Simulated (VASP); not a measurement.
The input files of a VASP run:

KPOINTS:
```
Automatic mesh
0
Gamma
10 10 10
0 0 0
```

INCAR:
```
SYSTEM = InSb
PREC = Accurate
ENCUT = 500
EDIFF = 1E-6
NELM = 100
ALGO = Normal
LREAL = .FALSE.
LASPH = .TRUE.
ISMEAR = 1
SIGMA = 0.1
GGA = PS
LMAXMIX = 4
LWAVE = .FALSE.
LCHARG = .FALSE.
IBRION = 2
ISIF = 3
NSW = 40
EDIFFG = -0.02
PSTRESS = 50
```

**POSCAR**
```
InSb
1
    0.0000000000     3.2592004851     3.2592004851
    3.2592004851     0.0000000000     3.2592004851
    3.2592004851     3.2592004851     0.0000000000
In Sb
1 1
Direct
  0.0000000000   0.0000000000   0.0000000000
  0.2500000000   0.2500000000   0.2500000000
```

POTCAR, in this order: In_d Sb (PBE.64 set). Program: vasp_std.

Task: Write an equivalent input for Ansatz.

Result: One equivalent input (not run):
Ansatz 0.2 input:
```yaml
crystal:
  lattice:
    - [0.0000000, 3.2592005, 3.2592005]
    - [3.2592005, 0.0000000, 3.2592005]
    - [3.2592005, 3.2592005, 0.0000000]
  atoms:
    - { symbol: In, position: [0.0000000, 0.0000000, 0.0000000] }
    - { symbol: Sb, position: [0.2500000, 0.2500000, 0.2500000] }
kpoints:
  mp_grid: { grid: [10, 10, 10] }
hamiltonian:
  xc: pbesol
  pseudopotentials: { kind: paw }
scf:
  occupations: { method: methfessel_paxton, width: 0.1 }
  max_iter: 100
relax:
  max_steps: 40
  f_tol: 0.02
  cell: { p_target: 5 }
output: { forces: true, stress: true, eigenvalues: true }
```
What does not carry over: each code has its own PAW files, so the cut-off isn't converted (ENCUT is set for VASP's; basis.ecutwfc is left out, and Ansatz then takes the one that its files recommend); Ansatz stops its SCF on the density residual and VASP on the energy change (EDIFF).

The compound is InSb in the zinc blende structure. This run relaxes it under an external pressure of 5 GPa. Symmetry was kept, so distortions that lower it aren't found.
